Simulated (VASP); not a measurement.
Method: AM05 GGA, VASP's PBE PAW potentials (set 64) (plane waves; VASP).

VASP ran on this input.

### POSCAR
```
HfB2
1
    1.5460917021    -2.6779096075     0.0000000000
    1.5460917021     2.6779096075     0.0000000000
    0.0000000000     0.0000000000     3.4090220254
Hf B
1 2
Direct
  0.0000000000   0.0000000000   1.0000000000
  0.3333330000   0.6666670000   0.5000000000
  0.6666670000   0.3333330000   0.5000000000
```

KPOINTS:
```
kpoints
0
Gamma
11 11 9
```

**INCAR**
```
SYSTEM=HfB2
PREC=Accurate; ENCUT=520; LREAL=.FALSE.
LASPH=.TRUE.
EDIFF=1E-7; NELM=100; ALGO=Normal
LMAXMIX=6
ISMEAR=1; SIGMA=0.1
GGA=AM
IBRION=2; NSW=30; ISIF=4
EDIFFG=-0.01
LWAVE=.FALSE.; LCHARG=.FALSE.
```

POTCAR, in this order: Hf_pv B (PBE.64 set). Program: vasp_std.

What VASP printed:

**OSZICAR**
```
       N       E                     dE             d eps       ncg     rms          rms(c)
DAV:   1     0.265281642394E+02    0.26528E+02   -0.85663E+03  1928   0.128E+03
DAV:   2    -0.280076456367E+02   -0.54536E+02   -0.50937E+02  2340   0.237E+02
DAV:   3    -0.297155317820E+02   -0.17079E+01   -0.16808E+01  2544   0.326E+01
DAV:   4    -0.297287113068E+02   -0.13180E-01   -0.13177E-01  2316   0.298E+00
DAV:   5    -0.297288386679E+02   -0.12736E-03   -0.12734E-03  2480   0.242E-01    0.590E+01
DAV:   6    -0.276907581359E+02    0.20381E+01   -0.44325E+00  2252   0.143E+01    0.421E+01
DAV:   7    -0.276492319637E+02    0.41526E-01   -0.17317E+00  2424   0.929E+00    0.102E+01
DAV:   8    -0.275641817199E+02    0.85050E-01   -0.55340E-01  2296   0.534E+00    0.178E+00
DAV:   9    -0.275598048320E+02    0.43769E-02   -0.34991E-02  2232   0.151E+00    0.275E-01
DAV:  10    -0.275597127753E+02    0.92057E-04   -0.95392E-04  2336   0.272E-01    0.346E-01
DAV:  11    -0.275597147189E+02   -0.19435E-05   -0.95311E-05  2340   0.780E-02    0.187E-01
DAV:  12    -0.275597108910E+02    0.38279E-05   -0.10946E-05  2348   0.282E-02    0.215E-02
DAV:  13    -0.275597110654E+02   -0.17438E-06   -0.42008E-07  2300   0.650E-03    0.300E-03
DAV:  14    -0.275597110674E+02   -0.20464E-08   -0.52071E-09  1296   0.690E-04
   1 F= -.27559711E+02 E0= -.27559676E+02  d E =-.275597E+02
       N       E                     dE             d eps       ncg     rms          rms(c)
DAV:   1    -0.275603726833E+02   -0.66162E-03   -0.33839E-02  2052   0.162E+00    0.232E-01
DAV:   2    -0.275600911129E+02    0.28157E-03   -0.44657E-04  2332   0.191E-01    0.972E-02
DAV:   3    -0.275599732338E+02    0.11788E-03   -0.12015E-04  2340   0.892E-02    0.291E-02
DAV:   4    -0.275599659035E+02    0.73302E-05   -0.14591E-05  2512   0.317E-02    0.184E-02
DAV:   5    -0.275599657580E+02    0.14547E-06   -0.65159E-07  2252   0.656E-03    0.913E-03
DAV:   6    -0.275599657216E+02    0.36438E-07   -0.39410E-08  1272   0.194E-03
   2 F= -.27559966E+02 E0= -.27559927E+02  d E =-.254654E-03
       N       E                     dE             d eps       ncg     rms          rms(c)
DAV:   1    -0.275599879300E+02   -0.22172E-04   -0.95633E-04  2060   0.272E-01    0.398E-02
DAV:   2    -0.275599798892E+02    0.80408E-05   -0.12648E-05  2332   0.321E-02    0.165E-02
DAV:   3    -0.275599765717E+02    0.33175E-05   -0.34188E-06  2344   0.150E-02    0.483E-03
DAV:   4    -0.275599763726E+02    0.19914E-06   -0.40929E-07  2444   0.531E-03    0.307E-03
DAV:   5    -0.275599763732E+02   -0.57344E-09   -0.17195E-08  1100   0.110E-03
   3 F= -.27559976E+02 E0= -.27559938E+02  d E =-.265306E-03
```

OUTCAR:
```
------------------------ aborting loop because EDIFF is reached ----------------------------------------
  FORCE on cell =-STRESS in cart. coord.  units (eV):
  Direction    XX          YY          ZZ          XY          YZ          ZX
  --------------------------------------------------------------------------------------
  Total        1.4768439      1.4768441      1.4766318      0.0000000      0.0000000     -0.0000000
  in kB       83.8212632     83.8212780     83.8092272      0.0000000      0.0000000     -0.0000000
  external PRESSURE =      83.8172561 kB  Pullay stress =       0.0000000 kB
  volume of cell :       28.23
      direct lattice vectors                 reciprocal lattice vectors
     1.547773520 -2.680822612 -0.000000000     0.323044679 -0.186509916  0.000000000
     1.547773520  2.680822612  0.000000000     0.323044679  0.186509916 -0.000000000
     0.000000000  0.000000000  3.401617519     0.000000000 -0.000000000  0.293977790
 POSITION                                       TOTAL-FORCE (eV/Angst)
 -----------------------------------------------------------------------------------
      0.00000     -0.00000      0.00000         0.000000      0.000000      0.000000
      1.54777      0.89361      1.70081        -0.000000     -0.000000     -0.000000
      1.54777     -0.89361      1.70081        -0.000000     -0.000000      0.000000
 -----------------------------------------------------------------------------------
    total drift:                                0.000000     -0.000000      0.000000
  FREE ENERGIE OF THE ION-ELECTRON SYSTEM (eV)
  ---------------------------------------------------
  free  energy   TOTEN  =       -27.5599763732 eV

  energy  without entropy=      -27.5598606258  energy(sigma->0) =      -27.55993779

 reached required accuracy - stopping structural energy minimisation
```
(Selected blocks of OUTCAR.)

**CONTCAR**
```
HfB2
   1.00000000000000
     1.5477735203322101   -2.6808226118672827   -0.0000000000000000
     1.5477735203322101    2.6808226118672827    0.0000000000000000
     0.0000000000000000    0.0000000000000000    3.4016175186065865
  Hf              B
     1     2
Direct
     0.0000000000000000    0.0000000000000000    0.0000000000000000
     0.3333330000000032    0.6666669999999968    0.5000000000000000
     0.6666669999999968    0.3333330000000032    0.5000000000000000
```

The compound is HfB2 in the AlB2 type structure. This cell is one point of a volume scan, at 0.97 of the reference volume. Symmetry was kept, so distortions that lower it aren't found.
